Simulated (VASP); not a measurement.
Here is the system:

```xyz
2
Lattice="1.2576 -2.1782 0.0000 1.2576 2.1782 0.0000 0.0000 0.0000 4.0707" Properties=species:S:1:pos:R:3 pbc="T T T"
Co     1.2576     0.7261     1.0177
Co     1.2576    -0.7261     3.0530
```
Starting moments (μB, in the order of the record's atoms Co Co): 1.7 1.7.

Method: RPBE GGA, VASP's PBE PAW potentials (set 64) (plane waves; VASP). Numerical set-up: 520 eV cut-off, Gaussian smearing of 0.050 eV, potentials Co.

Estimate the cell moment, band gap (along the path) with the smallest direct gap where there is one.

The band gap (along the path) comes out as none (metal, semimetal or under 0.01 eV) and the cell moment is 3.24 μB.

The compound is Co in the hcp structure. It was relaxed first.
